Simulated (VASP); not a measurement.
## O on W(110): binding against coverage

Aim: adsorption energy and work function of O on W(110) from low coverage to a full layer.

Method: PBE; plane waves and PAW (W), in the first sound run; inputs show where later runs differ, in VASP 6.6.1.

## 1. The starting structure

Symmetry: Im-3m, No. 229, cubic system. The conventional cell has a = 3.160 Å, b = 3.160 Å, c = 3.160 Å, α = 90.00°, β = 90.00°, γ = 90.00°. Nearest to W lie 8 W at 2.74 Å.

Coordinates:

```cif
data_structure
_symmetry_space_group_name_H-M 'P 1'
_symmetry_Int_Tables_number 1
_cell_length_a 2.7366
_cell_length_b 2.7366
_cell_length_c 2.7366
_cell_angle_alpha 109.471
_cell_angle_beta 109.471
_cell_angle_gamma 109.471
_cell_volume 15.78
loop_
_atom_site_label
_atom_site_type_symbol
_atom_site_fract_x
_atom_site_fract_y
_atom_site_fract_z
_atom_site_occupancy
W1 W 0.00000 0.00000 0.00000 1
```

## 2. The bulk reference, job relaxation, k-mesh 17×17×17

The bulk crystal is relaxed first, so that the slabs are cut at this functional's lattice.

INCAR

```
SYSTEM = W
PREC = Accurate
ENCUT = 570
EDIFF = 1E-06
NELM = 120
ISMEAR = 1
SIGMA = 0.15
LREAL = .FALSE.
ALGO = Normal
GGA = PE
NBANDS = 9
LASPH = .TRUE.
LORBIT = 11
LWAVE = .FALSE.
LCHARG = .FALSE.
KPAR = 8
IBRION = 2
NSW = 30
ISIF = 3
EDIFFG = -0.01
POTIM = 0.4
```

POSCAR

```
W
1.0
   -1.5800000000      1.5800000000      1.5800000000
    1.5800000000     -1.5800000000      1.5800000000
    1.5800000000      1.5800000000     -1.5800000000
W
1
Direct
    0.0000000000      0.0000000000      0.0000000000
```

KPOINTS

```
Automatic mesh
0
Gamma
17 17 17
0 0 0
```

Potentials, in the order of the species: W (PBE family, release 64).

Command:

```bash
mpirun -np 8 vasp_std
```

Log:

```text
[banner, memory and clock lines left out]
running    8 mpi-ranks, on    1 nodes
 distrk:  each k-point on    1 cores,    8 groups
 distr:  one band on    1 cores,    1 groups

 POSCAR found type information on POSCAR W
 POSCAR found :  1 types and       1 ions
|                                                                             |
|           W    W    AA    RRRRR   N    N  II  N    N   GGGG   !!!           |
|           W    W   A  A   R    R  NN   N  II  NN   N  G    G  !!!           |
|           W    W  A    A  R    R  N N  N  II  N N  N  G       !!!           |
|           W WW W  AAAAAA  RRRRR   N  N N  II  N  N N  G  GGG   !            |
|           WW  WW  A    A  R   R   N   NN  II  N   NN  G    G                |
|           W    W  A    A  R    R  N    N  II  N    N   GGGG   !!!           |
|                                                                             |
|     For optimal performance we recommend to set                             |
|       NCORE = 2 up to number-of-cores-per-socket                            |
|     NCORE specifies how many cores store one orbital (NPAR=cpu/NCORE).      |
|     This setting can greatly improve the performance of VASP for DFT.       |
|     The default, NCORE=1 might be grossly inefficient on modern             |
|     multi-core architectures or massively parallel machines. Do your        |
|     Unfortunately you need to use the default for GW and RPA                |
|     calculations (for HF NCORE is supported but not extensively tested      |
|     yet).                                                                   |
|                                                                             |

 LDA part: xc-table for (Slater+PW92), standard interpolation
 POSCAR, INCAR and KPOINTS ok, starting setup
 FFT: planning ... GRIDC
 FFT: planning ... GRID_SOFT
 FFT: planning ... GRID
 WAVECAR not read
 entering main loop
       N       E                     dE             d eps       ncg     rms          rms(c)
DAV:   1     0.113308331397E+02    0.11331E+02   -0.32199E+03  2970   0.628E+02
DAV:   2    -0.131830647598E+02   -0.24514E+02   -0.23553E+02  3488   0.140E+02
DAV:   3    -0.136879165504E+02   -0.50485E+00   -0.50163E+00  3397   0.160E+01
DAV:   4    -0.136895122026E+02   -0.15957E-02   -0.15955E-02  3432   0.100E+00
DAV:   5    -0.136895160218E+02   -0.38192E-05   -0.38194E-05  3469   0.439E-02    0.205E+01
DAV:   6    -0.132117302409E+02    0.47779E+00   -0.34064E-01  3280   0.385E+00    0.101E+01
DAV:   7    -0.130210544958E+02    0.19068E+00   -0.42057E-01  3428   0.411E+00    0.337E-01
DAV:   8    -0.130194626610E+02    0.15918E-02   -0.22890E-03  3227   0.358E-01    0.124E-01
DAV:   9    -0.130192955319E+02    0.16713E-03   -0.20035E-04  3561   0.704E-02    0.189E-02
DAV:  10    -0.130192966510E+02   -0.11191E-05   -0.14532E-05  3478   0.276E-02    0.200E-02
DAV:  11    -0.130192952535E+02    0.13975E-05   -0.59996E-07  1845   0.729E-03    0.360E-03
DAV:  12    -0.130192952807E+02   -0.27162E-07   -0.24135E-08  1569   0.190E-03
   1 F= -.13019295E+02 E0= -.13019166E+02  d E =-.130193E+02
 curvature:   0.00 expect dE= 0.000E+00 dE for cont linesearch  0.000E+00
 trial: gam= 0.00000 g(F)=  0.161E-64 g(S)=  0.148E-01 ort = 0.000E+00 (trialstep = 0.100E+01)
 search vector abs. value=  0.148E-01
 bond charge predicted
       N       E                     dE             d eps       ncg     rms          rms(c)
DAV:   1    -0.130188260987E+02    0.46915E-03   -0.57384E-01  2983   0.538E+00    0.225E+00
DAV:   2    -0.130101809185E+02    0.86452E-02   -0.90578E-03  3350   0.719E-01    0.969E-01
DAV:   3    -0.130077119836E+02    0.24689E-02   -0.63765E-03  3779   0.501E-01    0.209E-02
DAV:   4    -0.130077262441E+02   -0.14261E-04   -0.44528E-05  3303   0.441E-02    0.116E-02
DAV:   5    -0.130077409533E+02   -0.14709E-04   -0.35754E-05  3343   0.293E-02    0.377E-03
DAV:   6    -0.130077414145E+02   -0.46116E-06   -0.36249E-07  2063   0.500E-03
   2 F= -.13007741E+02 E0= -.13007725E+02  d E =0.115539E-01
 trial-energy change:    0.011554  1 .order    0.011204   -0.014803    0.037210
 step:   0.2765(harm=  0.2846)  dis= 0.00000  next Energy=   -13.021335 (dE=-0.204E-02)
 bond charge predicted
       N       E                     dE             d eps       ncg     rms          rms(c)
DAV:   1    -0.130270939989E+02   -0.19353E-01   -0.30692E-01  3006   0.401E+00    0.163E+00
DAV:   2    -0.130226274754E+02    0.44665E-02   -0.43528E-03  3352   0.487E-01    0.703E-01
DAV:   3    -0.130212744858E+02    0.13530E-02   -0.34974E-03  3808   0.377E-01    0.185E-02
DAV:   4    -0.130212889907E+02   -0.14505E-04   -0.22270E-05  3292   0.319E-02    0.127E-02
DAV:   5    -0.130213001051E+02   -0.11114E-04   -0.17303E-05  3358   0.211E-02    0.286E-03
DAV:   6    -0.130213001325E+02   -0.27432E-07   -0.19204E-07  1737   0.361E-03
   3 F= -.13021300E+02 E0= -.13021200E+02  d E =-.200485E-02
 curvature:  -0.14 expect dE=-0.599E-07 dE for cont linesearch -0.599E-07
 trial: gam= 0.00000 g(F)=  0.586E-65 g(S)=  0.421E-06 ort =-0.790E-04 (trialstep = 0.855E+00)
 search vector abs. value=  0.421E-06
 reached required accuracy - stopping structural energy minimisation
```

Wall time 11 s (8 MPI ranks of AMD EPYC 7R43, shared host); peak memory 1.2 GiB; 79 s of CPU time.

The logs omit lines about the potential files and the build; timing stands in the text.

OUTCAR, selected parts (step 2):

```text
ion  position               nearest neighbor table
   1  0.000  0.000  0.000-

  LATTYP: Found a body centered cubic cell.
 ALAT       =     3.1600000000

 Subroutine GETGRP returns: Found 48 space group operations
 (whereof 48 operations were pure point group operations)

The static configuration has the point symmetry O_h .

 Found    165 irreducible k-points:

   k-points           NKPTS =    165   k-points in BZ     NKDIM =    165   number of bands    NBANDS=      9

   dimension x,y,z NGX =    24 NGY =   24 NGZ =   24
   dimension x,y,z NGXF=    48 NGYF=   48 NGZF=   48

   ENCUT  =  570.0 eV  41.89 Ry    6.47 a.u.   5.33  5.33  5.33*2*pi/ulx,y,z

   NELECT =       6.0000    total number of electrons

 k-points in reciprocal lattice and weights: Automatic mesh
   0.00000000  0.00000000  0.00000000       0.000
   0.05882353  0.00000000  0.00000000       0.002
   0.11764706  0.00000000  0.00000000       0.002
   0.17647059  0.00000000  0.00000000       0.002
   0.23529412  0.00000000  0.00000000       0.002
   0.29411765  0.00000000  0.00000000       0.002
   0.35294118  0.00000000  0.00000000       0.002
   0.41176471  0.00000000  0.00000000       0.002
   0.47058824  0.00000000  0.00000000       0.002
[...]
-0.47058824 -0.47058824  0.41176471       0.002
  -0.47058824  0.47058824  0.47058824       0.001

 average (electrostatic) potential at core
       1 -38.0119

 E-fermi :   7.7739

 k-point     1 :       0.0000    0.0000    0.0000
  band No.  band energies     occupation
      1      -1.8331      2.00000
      2       6.5034      2.00000
      3       6.5034      2.00000
      4       6.5034      2.00000
      5       9.9534     -0.00000
      6       9.9534     -0.00000
      7      22.9493      0.00000
      8      22.9493      0.00000
      9      22.9493      0.00000

 k-point     2 :       0.0588    0.0000    0.0000
  band No.  band energies     occupation
      1      -1.6709      2.00000
      2       6.4035      2.00000
      3       6.4821      2.00000
      4       6.6643      2.00000
      5       9.7958     -0.00000
      6       9.9559     -0.00000
      7      23.0886      0.00000
      8      23.2324      0.00000
      9      23.3457      0.00000

 k-point     3 :       0.1176    0.0000    0.0000
  band No.  band energies     occupation
      1      -1.2027      2.00000
      2       6.1297      2.00000
      3       6.3857      2.00000
      4       7.1416      2.00000
      5       9.4696     -0.00000
      6       9.9719     -0.00000
      7      23.4205      0.00000
      8      24.0534      0.00000
      9      24.3230      0.00000

  Total       -0.0019071     -0.0019071     -0.0019071     -0.0000000      0.0000000     -0.0000000
  in kB       -0.1914692     -0.1914692     -0.1914692     -0.0000000      0.0000000     -0.0000000
  external PRESSURE =      -0.1914692 kB  Pullay stress =       0.0000000 kB

  energy-cutoff  :      570.00
  volume of cell :       15.96
      direct lattice vectors                 reciprocal lattice vectors
    -1.586029174  1.586029174  1.586029174     0.000000000  0.315252713  0.315252713
     1.586029174 -1.586029174  1.586029174     0.315252713  0.000000000  0.315252713
     1.586029174  1.586029174 -1.586029174     0.315252713  0.315252713  0.000000000

 POSITION                                       TOTAL-FORCE (eV/Angst)
 -----------------------------------------------------------------------------------
      0.00000      0.00000     -0.00000         0.000000      0.000000      0.000000
 -----------------------------------------------------------------------------------
    total drift:                               -0.000000      0.000000      0.000000

  FREE ENERGIE OF THE ION-ELECTRON SYSTEM (eV)
  ---------------------------------------------------
  free  energy   TOTEN  =       -13.0213001325 eV

  energy  without entropy=      -13.0210012132  energy(sigma->0) =      -13.02120049

 reached required accuracy - stopping structural energy minimisation

 total charge
# of ion       s       p       d       tot
------------------------------------------
    1        0.674   0.721   4.137   5.532

[... 3 further parts left out ...]
```

CONTCAR:

```
W
   1.00000000000000
    -1.5860291742237846    1.5860291742237846    1.5860291742237846
     1.5860291742237846   -1.5860291742237846    1.5860291742237846
     1.5860291742237846    1.5860291742237846   -1.5860291742237846
  W
     1
Direct
     0.0000000000000000    0.0000000000000000    0.0000000000000000
```

The data set W keeps the semicore shell frozen, which is cheaper and a little less accurate. The run keeps the 48 symmetry operations of its start, so it cannot find a distortion of lower symmetry.

Relaxation path:

| step | energy less that of the first step (eV) | largest force (eV/Å) | pressure (GPa) | volume (Å³) |
| --- | --- | --- | --- | --- |
| 1 | 0.0000 | 0.0000 | 3.63 | 15.78 |
| 2 | 0.0116 | 0.0000 | -8.76 | 16.44 |
| 3 | -0.0020 | 0.0000 | -0.02 | 15.96 |

| conventional cell, symmetrised | before | after | change |
| --- | --- | --- | --- |
| a (Å) | 3.160 | 3.172 | +0.4 % |
| b (Å) | 3.160 | 3.172 | +0.4 % |
| c (Å) | 3.160 | 3.172 | +0.4 % |
| volume (Å³/atom) | 15.78 | 15.96 | +1.1 % |

Final coordinates:

```xyz
1
Lattice="-1.5860 1.5860 1.5860 1.5860 -1.5860 1.5860 1.5860 1.5860 -1.5860" Properties=species:S:1:pos:R:3 pbc="T T T"
W     0.0000    0.0000    0.0000
```

Numbers from this step:

```yaml
electronic_cycles: 24
electrons: 6
free_energy_toten: -13.02 eV
energy_at_zero_smearing: -13.02 eV
fermi_energy: 7.774 eV
metallic: yes
```

The run ended after 3 ionic steps, 0.002 eV below its first step, once forces and stress met EDIFFG = -0.01.

Energy at zero smearing: -13.02120 eV.

## 3. The bulk reference, job self-consistent run, k-mesh 21×21×21

INCAR

```
SYSTEM = W
PREC = Normal
ENCUT = 440
EDIFF = 1E-06
NELM = 120
ISMEAR = 1
SIGMA = 0.15
LREAL = .FALSE.
ALGO = Fast
GGA = PE
NBANDS = 9
LASPH = .TRUE.
LORBIT = 11
LWAVE = .FALSE.
LCHARG = .FALSE.
KPAR = 8
```

POSCAR

```
W
1.0
   -1.5860291742      1.5860291742      1.5860291742
    1.5860291742     -1.5860291742      1.5860291742
    1.5860291742      1.5860291742     -1.5860291742
W
1
Direct
    0.0000000000      0.0000000000      0.0000000000
```

KPOINTS

```
Automatic mesh
0
Gamma
21 21 21
0 0 0
```

Command:

```bash
mpirun -np 8 vasp_std
```

Log:

```text
[banner, memory and clock lines left out]
running    8 mpi-ranks, on    1 nodes
[...]
[... a notice as in an earlier step ...]

 LDA part: xc-table for (Slater+PW92), standard interpolation
 POSCAR, INCAR and KPOINTS ok, starting setup
[...]
entering main loop
       N       E                     dE             d eps       ncg     rms          rms(c)
DAV:   1     0.510711541736E+01    0.51071E+01   -0.26655E+03  5188   0.493E+02
DAV:   2    -0.133637117700E+02   -0.18471E+02   -0.17814E+02  6037   0.121E+02
DAV:   3    -0.137007666794E+02   -0.33705E+00   -0.33478E+00  6132   0.132E+01
DAV:   4    -0.137015486194E+02   -0.78194E-03   -0.78190E-03  5927   0.698E-01
[...]
RMM:  12    -0.130176056346E+02   -0.73028E-06   -0.16796E-05  5707   0.252E-02    0.568E-02
RMM:  13    -0.130176027874E+02    0.28473E-05   -0.29042E-06  5524   0.125E-02    0.210E-02
RMM:  14    -0.130176028081E+02   -0.20712E-07   -0.25564E-07  3455   0.416E-03
   1 F= -.13017603E+02 E0= -.13017278E+02  d E =-.973235E-03
```

Elapsed: 4 s, on 8 MPI ranks; peak memory 0.83 GiB; 25 s of CPU time.

From OUTCAR (step 3):

```text
  Total       -0.0056130     -0.0056130     -0.0056130      0.0000000     -0.0000000      0.0000000
  in kB       -0.5635202     -0.5635202     -0.5635202      0.0000000     -0.0000000      0.0000000
  external PRESSURE =      -0.5635202 kB  Pullay stress =       0.0000000 kB

 POSITION                                       TOTAL-FORCE (eV/Angst)
 -----------------------------------------------------------------------------------
      0.00000      0.00000      0.00000        -0.000000     -0.000000     -0.000000
 -----------------------------------------------------------------------------------
    total drift:                               -0.000000     -0.000000      0.000000

  FREE ENERGIE OF THE ION-ELECTRON SYSTEM (eV)
  ---------------------------------------------------
  free  energy   TOTEN  =       -13.0176028081 eV

  energy  without entropy=      -13.0166295726  energy(sigma->0) =      -13.01727840

[... 3 further parts left out ...]
[key lines of the parts left out:]
E-fermi :   7.8255
```

Numbers from this step:

```
electronic cycles : 14
Fermi energy      : 7.825 eV
```

Energy at zero smearing: -13.01728 eV.

The run ends at a pressure of -0.06 GPa.

(Part 1 of 10 ends here.)

[Lines on the potential files, build, host, timing and source positions are cut from VASP's logs without a mark.]

[Logs are printed without paths, hosts, clocks, repeated set-up lines and the standing remarks that a program may print on its own settings, such as how far it seeks lower states.]

[Hosts, paths, dates, database ids (printed as entryN), source tags and the programs' standing remarks are cut or masked in the printed files.]

[Runs that stopped without an error message from VASP are left out.]
